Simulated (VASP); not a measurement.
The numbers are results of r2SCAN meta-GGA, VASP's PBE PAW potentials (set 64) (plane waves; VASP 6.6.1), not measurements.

The input files of a VASP run:

KPOINTS:
```
Automatic mesh
0
Gamma
7 7 7
0 0 0
```

### POSCAR
```
CsH
1
   -0.0000000000     3.1853810835     3.1853810835
    3.1853810835     0.0000000000     3.1853810835
    3.1853810835     3.1853810835    -0.0000000000
Cs H
1 1
Direct
  0.0000000000   0.0000000000   0.0000000000
  0.5000000000   0.5000000000   0.5000000000
```

### INCAR
```
ALGO=Normal
EDIFF=1E-7
ENCUT=530
IBRION=6
ISIF=3
ISMEAR=0
LASPH=.True.
LCHARG=.False.
LMAXMIX=4
LMIXTAU=.True.
LREAL=.False.
LWAVE=.False.
METAGGA=R2SCAN
NELM=100
NFREE=2
NSW=1
POTIM=0.015
PREC=Accurate
SIGMA=0.05
SYSTEM=CsH
```

POTCAR, in this order: Cs_sv H (PBE.64 set). Program: vasp_std.

The run wrote:

File OSZICAR:
```
...
DAV:  11    -0.289884967245E+02   -0.20896E-05   -0.13790E-06  1868   0.133E-02    0.361E-03
DAV:  12    -0.289884989628E+02   -0.22384E-05   -0.15217E-06  1838   0.128E-02    0.211E-03
DAV:  13    -0.289884997832E+02   -0.82038E-06   -0.97996E-07  1819   0.112E-02    0.146E-03
DAV:  14    -0.289884998037E+02   -0.20468E-07   -0.94856E-09  1395   0.116E-03
  11 F= -.28988500E+02 E0= -.28988500E+02  d E =-.362246E-11
       N       E                     dE             d eps       ncg     rms          rms(c)
DAV:   1    -0.289929821079E+02   -0.44823E-02   -0.55731E-01  1876   0.473E+00    0.359E-01
DAV:   2    -0.289893406495E+02    0.36415E-02   -0.57423E-03  2076   0.702E-01    0.222E-01
DAV:   3    -0.289878474828E+02    0.14932E-02   -0.12473E-02  1859   0.105E+00    0.411E-02
DAV:   4    -0.289884074837E+02   -0.56000E-03   -0.87174E-04  1997   0.350E-01    0.336E-02
DAV:   5    -0.289876512199E+02    0.75626E-03   -0.10243E-03  1824   0.444E-01    0.202E-02
DAV:   6    -0.289883878016E+02   -0.73658E-03   -0.20544E-03  1804   0.606E-01    0.520E-03
DAV:   7    -0.289884860110E+02   -0.98209E-04   -0.93894E-05  1924   0.106E-01    0.626E-03
DAV:   8    -0.289884999374E+02   -0.13926E-04   -0.74313E-06  2198   0.382E-02    0.285E-03
DAV:   9    -0.289884988514E+02    0.10860E-05   -0.39658E-06  1991   0.229E-02    0.948E-04
DAV:  10    -0.289885005285E+02   -0.16771E-05   -0.17807E-06  1852   0.144E-02    0.383E-04
DAV:  11    -0.289884998670E+02    0.66151E-06   -0.22386E-07  2000   0.612E-03    0.232E-04
DAV:  12    -0.289885000220E+02   -0.15503E-06   -0.34040E-08  1908   0.204E-03    0.935E-05
DAV:  13    -0.289884999106E+02    0.11143E-06   -0.13532E-08  1010   0.156E-03    0.159E-05
DAV:  14    -0.289884998161E+02    0.94474E-07   -0.22076E-09   978   0.704E-04
  12 F= -.28988500E+02 E0= -.28988500E+02  d E =-.359993E-11
       N       E                     dE             d eps       ncg     rms          rms(c)
DAV:   1    -0.289981274541E+02   -0.96275E-02   -0.67392E-01  1877   0.539E+00    0.541E-01
DAV:   2    -0.289895546024E+02    0.85729E-02   -0.92415E-03  1993   0.919E-01    0.324E-01
DAV:   3    -0.289875275515E+02    0.20271E-02   -0.23647E-02  1838   0.141E+00    0.636E-02
DAV:   4    -0.289881811364E+02   -0.65358E-03   -0.11353E-03  2028   0.378E-01    0.577E-02
DAV:   5    -0.289882009920E+02   -0.19856E-04   -0.25126E-05  2704   0.682E-02    0.542E-02
DAV:   6    -0.289880617667E+02    0.13923E-03   -0.13558E-03  1810   0.427E-01    0.101E-02
DAV:   7    -0.289884909567E+02   -0.42919E-03   -0.60252E-04  1809   0.264E-01    0.211E-02
DAV:   8    -0.289884958774E+02   -0.49207E-05   -0.76900E-06  2221   0.280E-02    0.177E-02
DAV:   9    -0.289884984058E+02   -0.25285E-05   -0.49667E-06  1930   0.227E-02    0.608E-03
DAV:  10    -0.289884977698E+02    0.63605E-06   -0.31467E-06  1830   0.190E-02    0.408E-03
DAV:  11    -0.289884983001E+02   -0.53032E-06   -0.10581E-07  2106   0.413E-03    0.460E-03
DAV:  12    -0.289884995127E+02   -0.12125E-05   -0.21720E-06  1830   0.159E-02    0.719E-04
DAV:  13    -0.289884997584E+02   -0.24572E-06   -0.16238E-07  1848   0.502E-03    0.807E-04
DAV:  14    -0.289884997583E+02    0.40927E-10   -0.36387E-09   983   0.535E-04
  13 F= -.28988500E+02 E0= -.28988500E+02  d E =-.359637E-11
       N       E                     dE             d eps       ncg     rms          rms(c)
DAV:   1    -0.289885175208E+02   -0.17762E-04   -0.71289E-01   720   0.575E+00    0.249E-01
DAV:   2    -0.289893936631E+02   -0.87614E-03   -0.14711E-02   840   0.104E+00    0.153E-01
DAV:   3    -0.289883344768E+02    0.10592E-02   -0.33104E-03   785   0.597E-01    0.575E-02
DAV:   4    -0.289883095831E+02    0.24894E-04   -0.16998E-03   756   0.495E-01    0.150E-02
DAV:   5    -0.289885210279E+02   -0.21144E-03   -0.63118E-04   745   0.314E-01    0.806E-03
DAV:   6    -0.289885986854E+02   -0.77658E-04   -0.18157E-04   764   0.142E-01    0.350E-03
DAV:   7    -0.289886398156E+02   -0.41130E-04   -0.38712E-05   805   0.739E-02    0.174E-03
DAV:   8    -0.289886441616E+02   -0.43460E-05   -0.11649E-05   833   0.446E-02    0.718E-04
DAV:   9    -0.289886444057E+02   -0.24414E-06   -0.21217E-06   853   0.152E-02    0.587E-04
DAV:  10    -0.289886446310E+02   -0.22531E-06   -0.14657E-07   893   0.413E-03    0.256E-04
DAV:  11    -0.289886444927E+02    0.13830E-06   -0.55634E-08   777   0.293E-03    0.961E-05
DAV:  12    -0.289886446755E+02   -0.18272E-06   -0.13253E-08   417   0.162E-03    0.286E-05
DAV:  13    -0.289886445169E+02    0.15851E-06   -0.80114E-09   406   0.119E-03    0.275E-05
DAV:  14    -0.289886445281E+02   -0.11142E-07   -0.60553E-10   399   0.236E-04
  14 F= -.28988645E+02 E0= -.28988645E+02  d E =-.573758E-11
       N       E                     dE             d eps       ncg     rms          rms(c)
DAV:   1    -0.289806866723E+02    0.79578E-02   -0.13960E+00   720   0.773E+00    0.836E-02
DAV:   2    -0.289881148736E+02   -0.74282E-02   -0.22836E-02   749   0.132E+00    0.218E-02
DAV:   3    -0.289885501408E+02   -0.43527E-03   -0.90210E-04   863   0.371E-01    0.195E-02
DAV:   4    -0.289886046764E+02   -0.54536E-04   -0.16974E-04   784   0.148E-01    0.103E-02
DAV:   5    -0.289886103911E+02   -0.57147E-05   -0.11375E-04   741   0.109E-01    0.349E-03
DAV:   6    -0.289886347761E+02   -0.24385E-04   -0.10769E-05   827   0.351E-02    0.159E-03
DAV:   7    -0.289886438196E+02   -0.90435E-05   -0.39464E-06   758   0.257E-02    0.680E-04
DAV:   8    -0.289886444138E+02   -0.59416E-06   -0.97580E-07   813   0.996E-03    0.480E-04
DAV:   9    -0.289886445702E+02   -0.15641E-06   -0.14354E-07   810   0.471E-03    0.151E-04
DAV:  10    -0.289886445581E+02    0.12102E-07   -0.93551E-09   416   0.122E-03
  15 F= -.28988645E+02 E0= -.28988645E+02  d E =-.573767E-11
       N       E                     dE             d eps       ncg     rms          rms(c)
DAV:   1    -0.289866743835E+02    0.19702E-02   -0.51640E-01   720   0.527E+00    0.635E-02
DAV:   2    -0.289886417527E+02   -0.19674E-02   -0.79858E-03   742   0.790E-01    0.339E-02
DAV:   3    -0.289884799529E+02    0.16180E-03   -0.61170E-04   764   0.299E-01    0.169E-02
DAV:   4    -0.289883935653E+02    0.86388E-04   -0.77522E-04   730   0.308E-01    0.928E-03
DAV:   5    -0.289886408155E+02   -0.24725E-03   -0.26077E-04   724   0.167E-01    0.221E-03
DAV:   6    -0.289886417212E+02   -0.90569E-06   -0.13043E-05   925   0.446E-02    0.139E-03
DAV:   7    -0.289886423174E+02   -0.59628E-06   -0.54206E-06   734   0.361E-02    0.334E-04
DAV:   8    -0.289886432409E+02   -0.92349E-06   -0.13201E-06   744   0.177E-02    0.213E-04
DAV:   9    -0.289886432550E+02   -0.14080E-07   -0.44736E-08   876   0.271E-03
  16 F= -.28988643E+02 E0= -.28988643E+02  d E =-.573810E-11
       N       E                     dE             d eps       ncg     rms          rms(c)
DAV:   1    -0.289894684597E+02   -0.82522E-03   -0.24357E-01   741   0.247E+00    0.105E-01
DAV:   2    -0.289891127325E+02    0.35573E-03   -0.98772E-04   816   0.259E-01    0.667E-02
DAV:   3    -0.289900542804E+02   -0.94155E-03   -0.13934E-03   763   0.239E-01    0.153E-02
DAV:   4    -0.289891786486E+02    0.87563E-03   -0.14621E-03   739   0.369E-01    0.143E-02
DAV:   5    -0.289889809242E+02    0.19772E-03   -0.18267E-05   963   0.414E-02    0.114E-02
DAV:   6    -0.289886676409E+02    0.31328E-03   -0.85844E-05   746   0.918E-02    0.308E-03
DAV:   7    -0.289886437690E+02    0.23872E-04   -0.61146E-06   922   0.355E-02    0.162E-03
DAV:   8    -0.289886494457E+02   -0.56767E-05   -0.41349E-07   782   0.104E-02    0.132E-03
DAV:   9    -0.289886450984E+02    0.43472E-05   -0.29022E-06   738   0.277E-02    0.612E-04
DAV:  10    -0.289886433055E+02    0.17929E-05   -0.35930E-07   785   0.770E-03    0.310E-04
DAV:  11    -0.289886434610E+02   -0.15548E-06   -0.13656E-08   660   0.139E-03    0.293E-04
DAV:  12    -0.289886433672E+02    0.93786E-07   -0.73914E-08   741   0.457E-03
  17 F= -.28988643E+02 E0= -.28988643E+02  d E =-.572228E-11
```

**OUTCAR**
```
------------------------ aborting loop because EDIFF is reached ----------------------------------------
  FORCE on cell =-STRESS in cart. coord.  units (eV):
  Direction    XX          YY          ZZ          XY          YZ          ZX
  --------------------------------------------------------------------------------------
  Total        0.0282856      0.0272857      0.0272857      0.0000000     -0.0000000      0.0000000
  in kB        0.7010698      0.6762888      0.6762888      0.0000000     -0.0000000      0.0000000
  external PRESSURE =       0.6845492 kB  Pullay stress =       0.0000000 kB
  volume of cell :       64.64
      direct lattice vectors                 reciprocal lattice vectors
     0.000000000  3.185381083  3.185381083    -0.156967090  0.156967090  0.156967090
     3.185381083  0.000000000  3.185381083     0.156967090 -0.156967090  0.156967090
     3.185381083  3.185381083  0.000000000     0.156967090  0.156967090 -0.156967090
 POSITION                                       TOTAL-FORCE (eV/Angst)
 -----------------------------------------------------------------------------------
      0.00000      0.00000      0.00000        -0.009222      0.000000      0.000000
      3.17038      3.18538      3.18538         0.009222      0.000000      0.000000
 -----------------------------------------------------------------------------------
    total drift:                               -0.000076     -0.000000     -0.000000
  FREE ENERGIE OF THE ION-ELECTRON SYSTEM (eV)
  ---------------------------------------------------
  free  energy   TOTEN  =       -28.9886433672 eV

  energy  without entropy=      -28.9886433672  energy(sigma->0) =      -28.98864337

   1 f  =   12.308641 THz    77.337471 2PiTHz  410.572064 cm-1    50.904425 meV
             X         Y         Z           dx          dy          dz
      0.000000  0.000000  0.000000    -0.086021    0.000000    0.000000
      3.185381  3.185381  3.185381     0.996293    0.000000    0.000000

   2 f  =   12.308641 THz    77.337471 2PiTHz  410.572064 cm-1    50.904425 meV
             X         Y         Z           dx          dy          dz
      0.000000  0.000000  0.000000     0.000000    0.000000   -0.086021
      3.185381  3.185381  3.185381     0.000000    0.000000    0.996293

   3 f  =   12.308641 THz    77.337471 2PiTHz  410.572064 cm-1    50.904425 meV
             X         Y         Z           dx          dy          dz
      0.000000  0.000000  0.000000     0.000000    0.086021    0.000000
      3.185381  3.185381  3.185381     0.000000   -0.996293    0.000000

   4 f/i=    0.004916 THz     0.030886 2PiTHz    0.163968 cm-1     0.020329 meV
             X         Y         Z           dx          dy          dz
      0.000000  0.000000  0.000000    -0.994250   -0.063671   -0.003769
      3.185381  3.185381  3.185381    -0.085845   -0.005497   -0.000325

   5 f/i=    0.004916 THz     0.030886 2PiTHz    0.163968 cm-1     0.020329 meV
             X         Y         Z           dx          dy          dz
      0.000000  0.000000  0.000000     0.000000   -0.058875    0.994552
      3.185381  3.185381  3.185381     0.000000   -0.005083    0.085871

   6 f/i=    0.004916 THz     0.030886 2PiTHz    0.163968 cm-1     0.020329 meV
             X         Y         Z           dx          dy          dz
      0.000000  0.000000  0.000000    -0.063782    0.992512    0.058754
      3.185381  3.185381  3.185381    -0.005507    0.085695    0.005073

 ELASTIC MODULI CONTR FROM IONIC RELAXATION (kBar)
 Direction    XX          YY          ZZ          XY          YZ          ZX
 --------------------------------------------------------------------------------
 XX           0.0000      0.0000      0.0000      0.0000      0.0000      0.0000
 YY           0.0000      0.0000      0.0000      0.0000      0.0000      0.0000
 ZZ           0.0000      0.0000      0.0000      0.0000      0.0000      0.0000
 XY           0.0000      0.0000      0.0000      0.0000      0.0000      0.0000
 YZ           0.0000      0.0000      0.0000      0.0000      0.0000      0.0000
 ZX           0.0000      0.0000      0.0000      0.0000      0.0000      0.0000
 --------------------------------------------------------------------------------

 TOTAL ELASTIC MODULI (kBar)
 Direction    XX          YY          ZZ          XY          YZ          ZX
 --------------------------------------------------------------------------------
 XX         258.3339     23.0441     23.0441     -0.0000      0.0000     -0.0000
 YY          23.0441    258.3339     23.0441     -0.0000     -0.0000     -0.0000
 ZZ          23.0441     23.0441    258.3339      0.0000     -0.0000      0.0000
 XY          -0.0000     -0.0000      0.0000     47.7924     -0.0000      0.0000
 YZ           0.0000     -0.0000     -0.0000     -0.0000     47.7924      0.0000
 ZX          -0.0000     -0.0000      0.0000      0.0000      0.0000     47.7924
 --------------------------------------------------------------------------------
```
(Selected blocks of OUTCAR.)

The structure comes from a computed database's CsH entry (Fm-3m); how it stands against other phases isn't given here. It was relaxed first.
